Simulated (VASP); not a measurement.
```
CELL_PARAMETERS angstrom
      0.00000     2.87207     2.87207
      2.87207     0.00000     2.87207
      2.87207     2.87207     0.00000
ATOMIC_POSITIONS crystal
  W  0.00000 0.00000 0.00000
  Al 0.25000 0.25000 0.25000
```

Method: PBEsol GGA, VASP's PBE PAW potentials (set 64) (plane waves; VASP 6.6.1). Run with 400 eV cut-off, Gaussian smearing of 0.050 eV, potentials W_sv Al.

Unless said otherwise, spin-orbit coupling is left out, though it shifts the bands of the heavy elements here.

### Question
Predict the band gap (along the path) with the smallest direct gap where there is one.

### Answer

```yaml
band gap (along the path): none (metal, semimetal or under 0.01 eV)
```

Total energies compare only between runs with the same potentials, cut-off and functional.

The structure was generated: WAl was put into the zinc blende type (F-43m), which need not be its known phase. It was relaxed first, which changed the volume by -32 %. The electron count is odd and the run is not spin-polarised, which forces a metal.
